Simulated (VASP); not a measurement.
Input:

```yaml
crystal:
  lattice:
    - [0.00000, 3.25951, 3.25951]
    - [3.25951, 0.00000, 3.25951]
    - [3.25951, 3.25951, 0.00000]
  atoms:
    - { symbol: Hg, position: [0.00000, 0.00000, 0.00000] }
    - { symbol: Te, position: [0.25000, 0.25000, 0.25000] }
```

All values below come from optB86b-vdW, VASP's PBE PAW potentials (set 64) (plane waves; VASP). Run with 520 eV cut-off, 10×10×10 Γ-centred mesh, first-order Methfessel-Paxton smearing of 0.10 eV, potentials Hg Te.

Unless said otherwise, spin-orbit coupling is left out, though it shifts the bands of the heavy elements here.

Q: Estimate the energy per atom (σ→0), pressure, band gap (on the k-mesh) with the smallest direct gap where there is one.

A: 
```yaml
band gap (on the k-mesh): none (metal, semimetal or under 0.01 eV)
energy per atom (σ→0): 0.476 eV/atom
pressure: 1.24 GPa
```

Total energies compare only between runs with the same potentials, cut-off and functional.

The compound is HgTe in the zinc blende structure. This cell is one point of a volume scan, at 0.97 of the reference volume.
